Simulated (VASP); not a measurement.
# EuPPt3: structure and properties in VASP, part 2 of 2

Aim: relax EuPPt3, then compute properties on the relaxed cell. The start is a cell from a database of measured crystal structures.

VASP 6.6.1; PBEsol, DFT+U (Eu f 8 eV, Pt d 4.5 eV), spin-polarised from an antiferromagnetic start; plane waves and PAW (Pt, Eu, P).

Still holding for the runs below: The magnetic state follows from one typed start and may not be the lowest. A U on the itinerant d states of such a compound is hard to justify; it moves the bands at the Fermi level and favours large moments.

So far. Step 3 (Second relaxation): It ends with a largest force of 0.005 eV/Å and a pressure of 0.05 GPa. The volume moved by under 0.01 %: the run met its threshold at the first step. Step 4 (Density, ELF and potential (PBEsol + U)): In this run the pressure is 0.02 GPa, small enough to go on. The relaxed cell has a = 5.706, c = 5.297 Å (conventional setting).

## 5. Bands along the symmetry lines (PBEsol + U) (continued)

Both spin channels agree. Electronic bands along the path, in eV, zero at the Fermi level; # counts the bands kept:

```
          point    #39    #40    #41    #42    #43   #44   #45   #46
              Γ  -1.10  -1.05  -1.05  -0.63  -0.36  0.56  0.56  2.35
0.45 of the way  -1.09  -1.04  -0.94  -0.52  -0.48  0.53  1.75  1.80
              X  -1.12  -0.98  -0.72   0.27   0.29  0.53  0.59  2.05
0.45 of the way  -1.06  -0.78  -0.61  -0.28  -0.28  0.47  0.52  2.61
              M  -1.12  -0.55  -0.55  -0.18  -0.15  0.30  0.30  2.89
0.45 of the way  -1.02  -0.93  -0.76  -0.68  -0.39  0.57  0.69  2.66
              Γ  -1.10  -1.05  -1.05  -0.63  -0.36  0.56  0.56  2.35
0.45 of the way  -0.94  -0.94  -0.63  -0.03   0.08  0.67  0.67  2.20
              Z  -1.00  -1.00  -0.63   0.76   0.98  0.98  1.50  1.95
0.55 of the way  -1.05  -0.92  -0.73  -0.26   0.97  1.10  1.53  1.74
              R  -1.05  -0.88  -0.74   0.69   0.79  0.83  0.96  1.42
0.45 of the way  -1.13  -0.82  -0.82  -0.39  -0.28  1.25  1.31  2.05
              A  -1.14  -1.14  -1.02  -0.99  -0.99  2.25  2.32  2.77
0.45 of the way  -1.11  -1.08  -0.74  -0.50   0.39  1.00  1.08  1.95
              Z  -1.00  -1.00  -0.63   0.76   0.98  0.98  1.50  1.95
      jump to X  -1.12  -0.98  -0.72   0.27   0.29  0.53  0.59  2.05
0.45 of the way  -1.12  -1.02  -0.94   0.46   0.47  1.17  1.31  1.75
              R  -1.05  -0.88  -0.74   0.69   0.79  0.83  0.96  1.42
      jump to M  -1.12  -0.55  -0.55  -0.18  -0.15  0.30  0.30  2.89
0.45 of the way  -1.14  -0.93  -0.93   0.20   0.23  1.59  1.74  1.74
              A  -1.14  -1.14  -1.02  -0.99  -0.99  2.25  2.32  2.77
```

Of the projections kept (Pt, Eu, P), the largest for each band there; the rest of the weight can lie on other orbitals:

```
point      #39      #40      #41      #42      #43      #44      #45      #46
    Γ  Eu 0.96  Eu 0.92  Eu 0.92  Pt 1.00  Pt 0.75  Pt 0.92  Pt 0.92  Pt 0.62
    X  Eu 0.84  Eu 0.82  Eu 0.61  Pt 0.84  Pt 0.86  Pt 0.83  Pt 0.83  Pt 0.66
    M  Eu 0.95  Pt 0.54  Pt 0.54  Pt 0.67  Pt 0.66  Pt 0.82  Pt 0.82  Pt 0.57
    Γ  Eu 0.96  Eu 0.92  Eu 0.92  Pt 1.00  Pt 0.75  Pt 0.92  Pt 0.92  Pt 0.62
    Z  Eu 0.86  Eu 0.86  Pt 1.00  Pt 0.86  Pt 0.91  Pt 0.91  Pt 0.63  Pt 0.75
    R  Eu 0.93  Pt 0.61  Pt 0.56  Pt 0.76  Pt 0.83  Pt 0.84  Pt 0.73  Pt 0.81
```

There is no gap at this level.

## 6. Total and projected DOS (PBEsol + U)

A density of states needs more k-points than a total energy; ISMEAR = -5 takes tetrahedra, and LORBIT projects the states on the PAW spheres. The mesh is finer than in the run before.

Contents of INCAR:

```
SYSTEM = EuPPt3
PREC = Accurate
ENCUT = 450
EDIFF = 1E-06
NELM = 150
ISMEAR = -5
SIGMA = 0.05
LREAL = .FALSE.
ALGO = Normal
GGA = PS
NBANDS = 83
ISPIN = 2
MAGMOM = 0 0 0 0 0 0 6.738 -6.738 0 0
LDAU = .TRUE.
LDAUTYPE = 2
LDAUL = 2 3 -1
LDAUU = 4.5 8 0
LDAUJ = 0 0 0
LDAUPRINT = 1
LASPH = .TRUE.
LMAXMIX = 6
AMIX = 0.2
BMIX = 1E-04
AMIX_MAG = 0.8
BMIX_MAG = 1E-04
LORBIT = 11
LWAVE = .FALSE.
LCHARG = .FALSE.
KPAR = 4
NEDOS = 2001
```

Contents of POSCAR:

```
EuPPt3
1.0
    5.7060990265      0.0000000000      0.0000000000
    0.0000000000      5.7060990265      0.0000000000
    0.0000000000      0.0000000000      5.2972832776
Pt Eu P
6 2 2
Direct
    0.7500000000      0.2500000000      0.5000000000
    0.7500000000      0.7500000000      0.5000000000
    0.2500000000      0.7500000000      0.5000000000
    0.2500000000      0.2500000000      0.5000000000
    0.5000000000      0.0000000000      0.8605007662
    0.0000000000      0.5000000000      0.1394992338
    0.5000000000      0.5000000000      0.0000000000
    0.0000000000      0.0000000000      0.0000000000
    0.5000000000      0.0000000000      0.2767311861
    0.0000000000      0.5000000000      0.7232688139
```

Contents of KPOINTS:

```
Automatic mesh
0
Gamma
6 6 6
0 0 0
```

The projector-augmented-wave data sets are Pt, Eu and P (PBE family, release 64).

On the command line:

```bash
$ mpirun -np 4 vasp_std
```

Run time: 8.5 min. Hardware: 4 MPI ranks of AMD EPYC 7R43, shared host; peak memory 3 GiB.

With tetrahedra the forces and stress of a metal are not exact derivatives of the energy.

Numbers from this step:

```yaml
irreducible_k_points: 40
free_energy_toten: -65.8990 eV
fermi_energy: 7.956 eV
pressure: 0.09556 GPa
dos_at_the_fermi_level: 5.383 states/eV/cell
```

The density of states has structure finer than the step of the table below, so its rows give means over 0.5 eV, whole bins alone (the curve runs from -12.0 to 4.14 eV). Peaks (eV: height): total -6.49: 10.9, -5.22: 20.0, -2.86: 18.9, -1.09: 65.9; Pt d -5.22: 15.1, -4.21: 13.5, -3.11: 16.4, -2.86: 15.7; Eu f -1.09: 59.6; Pt p -2.44: 0.728, 1.11: 1.11, 1.36: 0.939, 2.04: 1.09; Pt s -7.84: 0.783, -6.49: 0.928, -5.64: 0.784, -5.22: 1.10.

States under -12.0 eV and over 4.1 eV are left out; both spin channels agree and are summed. Density of states against energy, zero at the Fermi level; means over each step; 7 of 8 lines; values in states/eV/cell:

```
energy (eV)   total     Pt d     Eu f    Pt p     Pt s      P p     Eu d
      -11.5   0.867   0.0842   3.2e-4  0.0950   0.0492  0.00212  0.00175
      -11.0  4.4e-4   2.2e-5        0  2.2e-5   2.2e-5        0        0
      -10.5       0        0        0       0        0        0        0
      -10.0       0        0        0       0        0        0        0
       -9.5       0        0        0       0        0        0        0
       -9.0  0.0124  0.00624        0  1.0e-4  0.00222  0.00150   5.6e-5
       -8.5   0.632    0.319   1.2e-4  0.0108    0.108   0.0810  0.00208
       -8.0    2.65     1.28  0.00114  0.0619    0.458    0.381  0.00725
       -7.5    4.68     2.25  0.00228   0.132    0.684    0.721   0.0170
       -7.0    3.86     1.86  0.00248   0.151    0.458    0.616   0.0177
       -6.5    5.45     3.21  0.00530   0.272    0.422    0.603   0.0254
       -6.0    9.43     6.63   0.0116   0.322    0.560    0.519   0.0533
       -5.5    9.89     7.21   0.0163   0.305    0.697    0.254   0.0603
       -5.0    14.5     11.3   0.0407   0.390    0.574    0.314    0.104
       -4.5    14.3     11.2   0.0420   0.471    0.392    0.317    0.115
       -4.0    14.9     11.9   0.0667   0.477    0.464    0.211    0.132
       -3.5    13.5     10.8    0.106   0.392    0.500    0.182    0.127
       -3.0    15.7     13.2    0.161   0.362    0.371    0.195    0.134
       -2.5    9.96     7.50    0.141   0.541    0.248    0.264    0.111
       -2.0    6.81     4.51    0.449   0.426    0.256    0.183   0.0893
       -1.5    8.45     3.67     2.62   0.479    0.400    0.224   0.0898
       -1.0    27.4     2.53     22.9   0.385    0.268    0.207   0.0720
       -0.5    2.85     1.26    0.607   0.234    0.135    0.169   0.0388
        0.0    4.45     2.20    0.175   0.453    0.240    0.479   0.0723
        0.5    2.74     1.26   0.0395   0.308    0.230    0.220   0.0925
        1.0    3.80     1.08   0.0343   0.714    0.326    0.188    0.269
        1.5    3.80    0.886   0.0357   0.774    0.269    0.180    0.334
        2.0    4.19    0.793   0.0306   0.978    0.154    0.155    0.520
        2.5    3.15    0.692   0.0244   0.620   0.0967    0.136    0.446
        3.0    2.86    0.727   0.0129   0.355   0.0862   0.0852    0.493
        3.5    3.78    0.901   0.0175   0.419    0.115    0.154    0.726
```

The finer mesh and the other smearing move the Fermi level by -0.04 eV from the 4×4×4 run, a small shift, which tests the Fermi level alone. Of the states within 0.3 eV of the Fermi level, the largest shares in the PAW spheres are Pt d 49 %, P p 11 % and Pt p 10 %. The rest lies in smaller channels or between the spheres.

## 7. Outcome

```yaml
relaxed_volume: 17.25 Å³/atom
relaxed_conventional_cell_a_b_c: 5.706, 5.706, 5.297 Å
space_group_after_relaxing_within_0p02_a: P4/nmm (No. 129)
moment_of_the_cell_6x6x6_mesh: 0 μB
largest_site_moment_6x6x6_mesh: 6.74 μB on Eu7
band_gap: none, a metal
dos_at_the_fermi_level: 5.38 states/eV/cell
```

With PBEsol + U, EuPPt3 relaxes to 17.25 Å³/atom in space group P4/nmm, comes out as a metal and keeps moments of up to 6.74 μB (6×6×6 mesh). Against the listed cell the volume lies -3.6 % (a -0.7 %, c -2.3 %). Bands along the symmetry lines (PBEsol + U): Of the bands kept, 2 cross the Fermi level on this path. Spin-orbit coupling is left out, and with elements this heavy it would split and shift bands near the Fermi level. The k-sampling is coarse for a metal, so the Fermi level, moments, pressures and the shape of the cell carry errors. Only the typed magnetic starts were tried, so the magnetic ground state may differ and with it the other results. In such a metal, moments, volume and the states at the Fermi level hinge on the chosen U. No search among competing phases was made, and a listed structure need not be the one stable at ambient conditions. All values are for a static lattice at zero temperature.

[Lines on the potential files, build, host, timing and source positions are cut from VASP's logs without a mark.]

[Logs are printed without paths, hosts, clocks, repeated set-up lines and the standing remarks that a program may print on its own settings, such as how far it seeks lower states.]

[Hosts, paths, dates, database ids (printed as entryN), source tags and the programs' standing remarks are cut or masked in the printed files.]

[A measured line is paired with the nearest computed mode of its activity, which favours agreement.]
